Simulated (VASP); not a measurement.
Level of theory: RPBE GGA, VASP's PBE PAW potentials (set 64) (plane waves; VASP).

Input for VASP

**POSCAR**
```
CdTe
4.7564950
  0.0000000000   0.7071067283   0.7071067283
  0.7071067283   0.0000000000   0.7071067283
  0.7071067283   0.7071067283   0.0000000000
Cd Te
1 1
direct
  1.0000000000   1.0000000000   0.0000000000
  0.2500000000   0.2500000000   0.2500000000
```

**KPOINTS**
```
Automatic mesh
0
Gamma
7 7 7
0 0 0
```

### INCAR
```
! general
SYSTEM =CdTe
PREC   =Accurate
ENCUT  =520
LREAL  =F
LASPH  =T

! electronic loop
EDIFF  =1E-7
NELM   =100
ALGO   =Normal
LMAXMIX=4

! smearing
ISMEAR =0
SIGMA  =0.05

! functional
GGA    =RP

! ions
ISIF   =2

! output
LWAVE  =F
LCHARG =F
```

POTCAR, in this order: Cd Te (PBE.64 set). Program: vasp_std.

The run wrote:

File OSZICAR:
```
       N       E                     dE             d eps       ncg     rms          rms(c)
DAV:   1     0.104797993134E+03    0.10480E+03   -0.82241E+03   520   0.118E+03
DAV:   2     0.789278292332E-01   -0.10472E+03   -0.10083E+03   610   0.273E+02
DAV:   3    -0.437225107770E+01   -0.44512E+01   -0.44417E+01   615   0.593E+01
DAV:   4    -0.441697823550E+01   -0.44727E-01   -0.44723E-01   735   0.534E+00
DAV:   5    -0.441711058174E+01   -0.13235E-03   -0.13235E-03   630   0.280E-01    0.482E+00
DAV:   6    -0.419858405247E+01    0.21853E+00   -0.44350E-01   590   0.775E+00    0.396E+00
DAV:   7    -0.418748970713E+01    0.11094E-01   -0.12632E-01   595   0.252E+00    0.156E+00
DAV:   8    -0.419094298702E+01   -0.34533E-02   -0.10869E-02   535   0.138E+00    0.460E-01
DAV:   9    -0.419212036940E+01   -0.11774E-02   -0.17905E-03   595   0.421E-01    0.904E-02
DAV:  10    -0.419228868320E+01   -0.16831E-03   -0.17684E-04   575   0.139E-01    0.565E-02
DAV:  11    -0.419244143249E+01   -0.15275E-03   -0.33825E-04   520   0.115E-01    0.372E-02
DAV:  12    -0.419244104810E+01    0.38439E-06   -0.46733E-06   656   0.172E-02    0.238E-02
DAV:  13    -0.419244247276E+01   -0.14247E-05   -0.33533E-06   530   0.110E-02    0.147E-02
DAV:  14    -0.419244369150E+01   -0.12187E-05   -0.35250E-06   545   0.116E-02    0.891E-03
DAV:  15    -0.419244385626E+01   -0.16475E-06   -0.39815E-08   455   0.165E-03    0.614E-03
DAV:  16    -0.419244414219E+01   -0.28593E-06   -0.11764E-07   425   0.209E-03    0.389E-04
DAV:  17    -0.419244417601E+01   -0.33824E-07   -0.14834E-08   290   0.767E-04
   1 F= -.41924442E+01 E0= -.41924442E+01  d E =-.881122E-14
```

OUTCAR:
```
------------------------ aborting loop because EDIFF is reached ----------------------------------------
  FORCE on cell =-STRESS in cart. coord.  units (eV):
  Direction    XX          YY          ZZ          XY          YZ          ZX
  --------------------------------------------------------------------------------------
  Total       -0.0110672     -0.0110672     -0.0110672      0.0000000      0.0000000      0.0000000
  in kB       -0.2330245     -0.2330245     -0.2330245      0.0000000      0.0000000      0.0000000
  external PRESSURE =      -0.2330245 kB  Pullay stress =       0.0000000 kB
  volume of cell :       76.09
      direct lattice vectors                 reciprocal lattice vectors
     0.000000000  3.363349618  3.363349618    -0.148661322  0.148661322  0.148661322
     3.363349618  0.000000000  3.363349618     0.148661322 -0.148661322  0.148661322
     3.363349618  3.363349618  0.000000000     0.148661322  0.148661322 -0.148661322
  FREE ENERGIE OF THE ION-ELECTRON SYSTEM (eV)
  ---------------------------------------------------
  free  energy   TOTEN  =        -4.1924441760 eV

  energy  without entropy=       -4.1924441760  energy(sigma->0) =       -4.19244418
```
(Selected blocks of OUTCAR.)

File OUTCAR:
```
 val. band max:        1.5218519675   @ k =   0.0000   0.0000   0.0000

 cond. band min:       2.1096009591   @ k =   0.0000   0.0000   0.0000


 Fermi energy:         1.7670840946

 k-point     1 :       0.0000    0.0000    0.0000
  band No.  band energies     occupation
      1      -9.0308      2.00000
      2      -6.4568      2.00000
      3      -6.4568      2.00000
      4      -6.4568      2.00000
      5      -6.2725      2.00000
      6      -6.2725      2.00000
      7       1.5219      2.00000
      8       1.5219      2.00000
      9       1.5219      2.00000
     10       2.1096      0.00000
     11       6.2459      0.00000
     12       6.2459      0.00000
     13       6.2459      0.00000

 k-point     2 :       0.1429    0.0000    0.0000
  band No.  band energies     occupation
      1      -8.9752      2.00000
      2      -6.4468      2.00000
      3      -6.4468      2.00000
      4      -6.4032      2.00000
      5      -6.2729      2.00000
      6      -6.2729      2.00000
      7       0.2212      2.00000
      8       1.3863      2.00000
      9       1.3863      2.00000
     10       3.0822      0.00000
     11       6.2476      0.00000
     12       6.4717      0.00000
     13       6.4717      0.00000

 k-point     3 :       0.2857    0.0000    0.0000
  band No.  band energies     occupation
      1      -8.8510      2.00000
      2      -6.4267      2.00000
      3      -6.4267      2.00000
      4      -6.2714      2.00000
      5      -6.2714      2.00000
      6      -6.2377      2.00000
      7      -1.2018      2.00000
      8       1.1185      2.00000
      9       1.1185      2.00000
     10       3.4247      0.00000
     11       6.7828      0.00000
     12       6.7828      0.00000
     13       7.1545      0.00000

 k-point     4 :       0.4286    0.0000    0.0000
  band No.  band energies     occupation
      1      -8.7539      2.00000
      2      -6.4136      2.00000
      3      -6.4136      2.00000
...
```

Unless said otherwise, spin-orbit coupling is left out, though it shifts the bands of the heavy elements here.

The compound is CdTe in the zinc blende structure. It was relaxed first, which changed the volume by +12 %.
